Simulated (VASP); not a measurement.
Data:

```
CELL_PARAMETERS angstrom
      0.00000     2.23500     2.23500
      2.23500     0.00000     2.23500
      2.23500     2.23500     0.00000
ATOMIC_POSITIONS crystal
  Nb 0.00000 0.00000 0.00000
  C  0.50000 0.50000 0.50000
```

Calculation: LDA (Ceperley-Alder, Perdew-Zunger), VASP's LDA PAW potentials (set 64) (plane waves; VASP). Settings: 400 eV cut-off, 13×13×13 Γ-centred mesh, Fermi-Dirac smearing of 0.10 eV, potentials Nb_sv C.

At this cut-off the stress carries a Pulay error, which pulls relaxed volumes low.

Q: Estimate the energy per atom (σ→0), pressure, band gap (on the k-mesh) with the smallest direct gap where there is one.

A: 
```json
{
 "band gap (on the k-mesh)": "none (metal, semimetal or under 0.01 eV)",
 "energy per atom (σ→0)": "-11317 meV/atom",
 "pressure": "-10.22 GPa"
}
```

Only differences to runs with the same potentials and settings are physical.

The structure is a typed NbC crystal. The cell was not relaxed at this level. The electron count is odd and the run is not spin-polarised, which forces a metal. VASP warned that the highest band is occupied, so more bands are needed.
